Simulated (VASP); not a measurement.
Level of theory: LDA (Ceperley-Alder, Perdew-Zunger), VASP's LDA PAW potentials (set 64) (plane waves; VASP).

Input for VASP

**POSCAR**
```
AlN
1.0
  0.0000000000   2.1154761958   2.1154761958
  2.1154761958   0.0000000000   2.1154761958
  2.1154761958   2.1154761958   0.0000000000
Al N
1 1
Cartesian
  0.0000000000   0.0000000000   0.0000000000
  1.0577380979   1.0577380979   1.0577380979
```

**INCAR**
```
ALGO = Normal
PSTRESS = 200
ENCUT = 620
ISMEAR = 0
SYSTEM = AlN
SIGMA = 0.05
NSW = 40   # most ionic steps
EDIFFG = -0.02   # ionic stop
LREAL = .FALSE.   # projection in real space or not
LWAVE = .FALSE.
EDIFF = 1E-6   # SCF stop (eV)
ISIF = 3   # ions, shape and volume
NELM = 100
IBRION = 2   # conjugate gradients
PREC = Accurate
LASPH = .TRUE.
LCHARG = .FALSE.
```

KPOINTS:
```
Automatic mesh
0
Gamma
11 11 11
0 0 0
```

POTCAR, in this order: Al N (LDA.64 set). Program: vasp_std.

What VASP printed:

File OSZICAR:
```
       N       E                     dE             d eps       ncg     rms          rms(c)
DAV:   1     0.960405227382E+01    0.96041E+01   -0.47093E+03   960   0.988E+02
DAV:   2    -0.186220194654E+02   -0.28226E+02   -0.26669E+02  1120   0.139E+02
DAV:   3    -0.190370934533E+02   -0.41507E+00   -0.41507E+00  1064   0.211E+01
DAV:   4    -0.190381512029E+02   -0.10577E-02   -0.10577E-02  1304   0.111E+00
DAV:   5    -0.190381521918E+02   -0.98890E-06   -0.98890E-06  1088   0.280E-02    0.919E+00
DAV:   6    -0.163684838057E+02    0.26697E+01   -0.14343E+01   896   0.248E+01    0.315E+00
DAV:   7    -0.163109426632E+02    0.57541E-01   -0.10602E-01  1040   0.321E+00    0.201E+00
DAV:   8    -0.162823872283E+02    0.28555E-01   -0.22796E-02  1056   0.175E+00    0.269E-01
DAV:   9    -0.162823875316E+02   -0.30321E-06   -0.30654E-04  1272   0.163E-01    0.171E-01
DAV:  10    -0.162824116830E+02   -0.24151E-04   -0.22201E-05   968   0.417E-02    0.494E-02
DAV:  11    -0.162824114433E+02    0.23970E-06   -0.39779E-06  1088   0.125E-02
   1 F= -.13918812E+02 E0= -.13918812E+02  d E =-.139188E+02
```

**OUTCAR**
```
------------------------ aborting loop because EDIFF is reached ----------------------------------------
  FORCE on cell =-STRESS in cart. coord.  units (eV):
  Direction    XX          YY          ZZ          XY          YZ          ZX
  --------------------------------------------------------------------------------------
  Total        2.3516622      2.3516622      2.3516622      0.0000000      0.0000000     -0.0000000
  in kB      198.9899281    198.9899281    198.9899281      0.0000000      0.0000000     -0.0000000
  external PRESSURE =      -1.0100719 kB  Pullay stress =     200.0000000 kB
  volume of cell :       18.93
      direct lattice vectors                 reciprocal lattice vectors
     0.000000000  2.115476196  2.115476196    -0.236353404  0.236353404  0.236353404
     2.115476196  0.000000000  2.115476196     0.236353404 -0.236353404  0.236353404
     2.115476196  2.115476196  0.000000000     0.236353404  0.236353404 -0.236353404
  FREE ENERGIE OF THE ION-ELECTRON SYSTEM (eV)
  ---------------------------------------------------
  free  energy   TOTEN  =       -16.2824114433 eV

  energy  without entropy=      -16.2824114433  energy(sigma->0) =      -16.28241144
  enthalpy is  TOTEN    =       -13.9188122262 eV   P V=        2.3635992170

 reached required accuracy - stopping structural energy minimisation
```
(Selected blocks of OUTCAR.)

The compound is AlN in the zinc blende structure, a metastable form; wurtzite is the usual one. It was relaxed first under an external pressure of 20 GPa.
